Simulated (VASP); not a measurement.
An input for Quantum ESPRESSO's pw.x (written as the equivalent of a VASP run, and not itself run):

```
&CONTROL
  calculation = 'vc-relax'
  pseudo_dir = './pseudo'
  outdir = './out'
  tprnfor = .true.
  tstress = .true.
  nstep = 60
  forc_conv_thr = 0.00039
/
&SYSTEM
  ibrav = 0
  nat = 1
  ntyp = 1
  ecutwfc = 92
  occupations = 'smearing'
  smearing = 'methfessel-paxton'
  degauss = 0.00735
  input_dft = 'pz'
/
&ELECTRONS
  conv_thr = 7.3e-08
  electron_maxstep = 100
/
&IONS
/
&CELL
/
ATOMIC_SPECIES
  Cu 63.546 Cu.upf
CELL_PARAMETERS angstrom
    -0.0000000    1.7626932    1.7626932
     1.7626932    0.0000000    1.7626932
     1.7626932    1.7626932   -0.0000000
ATOMIC_POSITIONS crystal
  Cu   0.0000000  0.0000000  0.0000000
K_POINTS automatic
  16 16 16 0 0 0
```

Q: Translate this input to VASP (INCAR, KPOINTS, POSCAR, choice of POTCAR).

A: Several could match; the one computed here: 
POSCAR:
```
Cu
1
   -0.0000000000     1.7626931724     1.7626931724
    1.7626931724     0.0000000000     1.7626931724
    1.7626931724     1.7626931724    -0.0000000000
Cu
1
Direct
  0.0000000000   0.0000000000   0.0000000000
```

**INCAR**
```
SYSTEM = Cu
PREC = Accurate
ENCUT = 520
EDIFF = 1E-6
NELM = 100
ALGO = Normal
LREAL = .FALSE.
LASPH = .TRUE.
ISMEAR = 1
SIGMA = 0.1
LMAXMIX = 4
LWAVE = .FALSE.
LCHARG = .FALSE.
IBRION = 2
ISIF = 3
NSW = 60
EDIFFG = -0.01
```

### KPOINTS
```
Automatic mesh
0
Gamma
16 16 16
0 0 0
```

POTCAR, in this order: Cu (LDA.64 set). Program: vasp_std.

What does not carry over: the potentials are each code's own (VASP's PAW set, PseudoDojo norm-conserving files in pw.x), so ENCUT and ecutwfc are chosen apart and not converted; conv_thr bounds pw.x's estimated SCF error, while EDIFF bounds the energy change between steps; forc_conv_thr acts on force components and is met together with etot_conv_thr.

The compound is Cu in the fcc structure. It was relaxed first, which changed the volume by -7 %. The start is the result of an earlier pass.
